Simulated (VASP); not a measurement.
VASP runs on NbN (rock salt) share one base input (PBE GGA, plane waves, VASP's PBE PAW potentials (set 64)) and change the settings named in each case.

INCAR:
```
SYSTEM = NbN
PREC = Accurate
ENCUT = 520
EDIFF = 1E-6
NELM = 100
ALGO = Normal
LREAL = .FALSE.
LASPH = .TRUE.
ISMEAR = 1
SIGMA = 0.1
GGA = PE
LMAXMIX = 4
LWAVE = .FALSE.
LCHARG = .FALSE.
ISIF = 2
```

File POSCAR:
```
NbN
1
    0.0000000000     2.2389000000     2.2389000000
    2.2389000000     0.0000000000     2.2389000000
    2.2389000000     2.2389000000     0.0000000000
Nb N
1 1
Direct
  0.0000000000   0.0000000000   0.0000000000
  0.5000000000   0.5000000000   0.5000000000
```

KPOINTS:
```
Automatic
0
G
13 13 13
```

POTCAR, in this order: Nb_sv N (PBE.64 set). Program: vasp_std.

```json
[
 {"change": "base run", "E(σ→0) (eV/atom)": "-10.2547", "electronic steps": "13"},
 {"change": "ALGO = Fast", "E(σ→0) (eV/atom)": "-10.2547", "electronic steps": "31"},
 {"change": "ALGO = VeryFast", "E(σ→0) (eV/atom)": "-10.2547", "electronic steps": "76"},
 {"change": "ALGO = All", "E(σ→0) (eV/atom)": "-10.2547", "electronic steps": "30"},
 {"change": "ALGO = Damped (not converged)", "E(σ→0) (eV/atom)": "-10.2519", "electronic steps": "100"},
 {"change": "ALGO = Conjugate", "E(σ→0) (eV/atom)": "-10.2547", "electronic steps": "30"}
]
```

Left out are runs that ran out of time, are held back, or changed the cell or the kind of run, fixed moments of cells without a moment, rows past the twelfth, gaps on odd meshes, pressures of charged cells and columns that move by less than the noise.

The compound is NbN in the rock salt structure, the cubic δ form, which competes with hexagonal ones. The cell was not relaxed at this level. VASP warned that the highest band is occupied, so more bands are needed.
